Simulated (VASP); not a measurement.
Wanted: the native input for a VASP 6.6.1 run.

```yaml
Task: single point
Functional: PBE
Potentials_or_basis: VASP PAW PBE potentials, release 64 (Mg, O)
Cutoff: 520 eV
k_mesh: 8 × 8 × 8
Occupations: gaussian, width 0.03 eV
Spin: no spin polarisation
Dipole_correction: no
Further_INCAR_settings: ALGO = Fast; EDIFF = 1e-07; NBANDS = 11
```

The structure of MgO lies in POSCAR:

```
MgO
1.0
    0.0000000000      2.1652500000      2.1652500000
    2.1652500000      0.0000000000      2.1652500000
    2.1652500000      2.1652500000      0.0000000000
Mg O
1 1
Direct
    0.0000000000      0.0000000000      0.0000000000
    0.5000000000      0.5000000000      0.5000000000
```

One way to write it, as run:

INCAR

```
SYSTEM = MgO
ALGO = Fast
EDIFF = 1E-7
ENCUT = 520
GGA = PE
ISIF = 2
ISMEAR = 0
LASPH = .TRUE.
LCHARG = .FALSE.
LREAL = .FALSE.
LWAVE = .FALSE.
NBANDS = 11
NELM = 80
PREC = Accurate
SIGMA = 0.03
```

KPOINTS

```
k-points
0
G
  8 8 8
  0 0 0
```

Potentials or basis: VASP PAW PBE potentials, release 64 (Mg, O).

Command:

```sh
$ cat potpaw_PBE.64/Mg/POTCAR potpaw_PBE.64/O/POTCAR > POTCAR
$ mpirun -np 1 vasp_std > vasp.out
```

It gave:

```yaml
Pressure: -7.9 GPa
Band_gap_on_the_k_mesh: 3.96 eV, direct
```

Wall time 4 s on 1 thread of Intel(R) Xeon(R) 6975P-C (Granite Rapids), on a shared host, peak memory 0.14 GiB.
